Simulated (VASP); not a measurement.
Crystal: InP.

```
In P
1.0
     0.00000    2.93435    2.93435
     2.93435    0.00000    2.93435
     2.93435    2.93435    0.00000
In P
1 1
Direct
  0.00000 0.00000 0.00000
  0.25000 0.25000 0.25000
```

The cell was built by a generator and needn't be a form met in nature.

Program: VASP 6.6.1. Alike in all runs: task dielectric tensor; no spin polarisation; cell as given; cutoff (eV) 520; smearing gaussian 0.02 eV.

Q: Order these runs on this cell by their band gap on the k mesh, lowest first.
A. level LDA; potentials or basis VASP PAW LDA potentials, release 64 (In_d, P); k mesh 12 × 12 × 12
B. level PBE; potentials or basis VASP PAW PBE potentials, release 64 (In_d, P); k mesh 16 × 16 × 16
C. level r2SCAN; potentials or basis VASP PAW PBE potentials, release 64 (In_d, P); k mesh 10 × 10 × 10

A: A (0.49 eV), B (0.69 eV), C (1.15 eV).

Caveats: spin-orbit coupling is left out, which moves the levels of the heavy elements; the gap is small at this level, which inflates the dielectric constant (some runs).

A k mesh can miss the band edges.

Not every run made on this cell is shown here.
